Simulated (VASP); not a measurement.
An input for Ansatz (written as the equivalent of a VASP run, and not itself run):

Ansatz 0.2 input:
```yaml
crystal:
  lattice:
    - [3.2777819, 0.0000000, 0.0000000]
    - [-1.6388909, 2.8386423, 0.0000000]
    - [0.0000000, 0.0000000, 4.1070294]
  atoms:
    - { symbol: Al, position: [0.3333330, 0.6666670, 0.7500000] }
    - { symbol: Al, position: [0.6666670, 0.3333330, 0.2500000] }
    - { symbol: N, position: [0.3333330, 0.6666670, 0.2500000] }
    - { symbol: N, position: [0.6666670, 0.3333330, 0.7500000] }
kpoints:
  mp_grid: { grid: [9, 9, 6] }
hamiltonian:
  xc: lda
  pseudopotentials: { kind: paw }
scf:
  occupations: { method: tetrahedron }
  max_iter: 100
output: { forces: true, stress: true, eigenvalues: true }
```

Write the VASP files for the same calculation (LDA).

This is not unique; one that fits is 
INCAR:
```
SYSTEM = AlN
PREC = Accurate; ENCUT = 520; LREAL = .FALSE.
LASPH = .TRUE.
EDIFF = 1E-7; NELM = 100; ALGO = Normal
ISMEAR = -5
ISIF = 2
LWAVE = .FALSE.; LCHARG = .TRUE.; LORBIT = 11
NEDOS = 601
LEFG = .TRUE.
```

### KPOINTS
```
Automatic mesh
0
Gamma
9 9 6
0 0 0
```

**POSCAR**
```
AlN
1
    3.2777818947    -0.0000000000    -0.0000000000
   -1.6388909473     2.8386423304     0.0000000000
   -0.0000000000    -0.0000000000     4.1070293972
Al N
2 2
Direct
  0.3333330000   0.6666670000   0.7500000000
  0.6666670000   0.3333330000   0.2500000000
  0.3333330000   0.6666670000   0.2500000000
  0.6666670000   0.3333330000   0.7500000000
```

POTCAR, in this order: Al N (LDA.64 set). Program: vasp_std.

The two are equivalent in intent, not identical: each code has its own PAW files, so the cut-off isn't converted (ENCUT is set for VASP's; basis.ecutwfc is left out, and Ansatz then takes the one that its files recommend); Ansatz stops its SCF on the density residual and VASP on the energy change (EDIFF); Ansatz's lda is the Perdew-Wang form, while the LDA potentials of VASP carry Perdew-Zunger's; the field gradients of LEFG aren't asked of the other code.

The structure comes from a computed database's AlN entry (P6_3/mmc); how it stands against other phases isn't given here. It was relaxed first.
